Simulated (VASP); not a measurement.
Here is the system:

```
CELL_PARAMETERS angstrom
      0.00000     2.70150     2.77592
      2.73584     0.00000     2.77592
      2.73584     2.70150     0.00000
ATOMIC_POSITIONS crystal
  Ce 0.00000 0.00000 0.00000
  O  0.25000 0.25000 0.25000
  O  0.74625 0.75375 0.75375
```

These are PBE GGA, VASP's PBE PAW potentials (set 64) (plane waves; VASP) values and carry that method's errors. Numerical set-up: 520 eV cut-off, 7×7×7 Monkhorst-Pack mesh, Gaussian smearing of 0.050 eV, potentials Ce O.

Task: Give the force on each atom (eV/Å).

Result: 
```json
[
 {"atom": "Ce1", "Fx": "0.062", "Fy": "0.000", "Fz": "0.000"},
 {"atom": "O2", "Fx": "0.072", "Fy": "0.000", "Fz": "0.000"},
 {"atom": "O3", "Fx": "-0.134", "Fy": "0.000", "Fz": "0.000"}
]
```

Task: Give the stress tensor in GPa (positive for a compressed cell).

Result: 
```
-0.88   0.00   0.00
 0.00   2.04   0.06
 0.00   0.06  -4.34
```
The pressure is its mean diagonal, -1.06 GPa.

The compound is CeO2 in the fluorite structure. The cell was not relaxed at this level, atoms are displaced from their ideal sites. The run is one of a series of settings (KPOINTS 7×7×7 Monkhorst-Pack mesh against the base run), some of them coarse on purpose. The run is not spin-polarised, so no magnetic state was tried.
